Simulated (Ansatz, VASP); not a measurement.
**One calculation of BiMo, two programs**

The input INCAR:

```
PREC = Accurate
ENCUT = 520
EDIFF = 1E-8
ISMEAR = -1
SIGMA = 0.08
LREAL = F
LASPH = T
NELM = 100
ALGO = Normal
ISIF = 2
LWAVE = F
LCHARG = F
GGA = PE
LEFG = T
NBANDS = 22
```

Contents of KPOINTS:

```
regular mesh
0
Gamma
  11 11 11
```

The input POSCAR:

```
BiMo
1.0
    0.0000000000      3.1577563375      3.1577563375
    3.1577563375      0.0000000000      3.1577563375
    3.1577563375      3.1577563375      0.0000000000
Mo Bi
1 1
Direct
    0.0000000000      0.0000000000      0.0000000000
    0.2500000000      0.2500000000      0.2500000000
```

Input for Ansatz:

```yaml
crystal:
  lattice:
    - [0.0, 3.1577563375, 3.1577563375]
    - [3.1577563375, 0.0, 3.1577563375]
    - [3.1577563375, 3.1577563375, 0.0]
  atoms:
    - { symbol: Mo, position: [0.0, 0.0, 0.0] }
    - { symbol: Bi, position: [0.25, 0.25, 0.25] }
kpoints:
  mp_grid: { grid: [11, 11, 11] }
  band_path:
    path:
      - [0.0, 0.0, 0.0]
      - [-0.5, -0.5, 0.0]
      - [-0.375, -0.375, 0.25]
      - [-0.375, 0.0, 0.375]
      - [0.0, 0.0, 0.0]
      - [0.0, 0.0, 0.5]
      - [-0.5, -0.25, 0.25]
      - [-0.5, -0.5, 0.0]
    npoints: 8
scf:
  occupations: { method: fermi_dirac, width: 0.08 }
hamiltonian:
  xc: pbe
  pseudopotentials: { kind: paw }
output:
  forces: true
  stress: true
  eigenvalues: true
  efg: { contact_densities: true }
  populations: true
  bader: true
  dos: { projected: true, de: 0.2, e_range: [-14, 8] }
```

Alike in both runs: task electric field gradients; functional PBE; k mesh 11 × 11 × 11; occupations fermi-dirac, width 0.08 eV; no spin polarisation.

```csv
,VASP,Ansatz
version,VASP 6.6.1,Ansatz 0.2.0
potentials or method,"VASP PAW PBE potentials, release 64 (Mo_sv, Bi_d)","PAW with Ansatz's default frozen-core files, scalar-relativistic"
plane-wave cutoff (eV),520,420
valence electrons in the cell,29,29
```

|  | VASP | Ansatz | Ansatz less VASP |
| --- | --- | --- | --- |
| pressure (GPa) | 0.0 | 0.0 | -0.03 |
| Vzz of the field gradient on the site that differs most (V/Å²) | 0.0 | 0.0 | 0.00 |

With one functional, cell and mesh, what is left measures potentials, basis and numerics. Ansatz warned: «gradients_without_spin_orbit».

Caveats: spin-orbit coupling is left out, which moves the levels of the heavy elements.
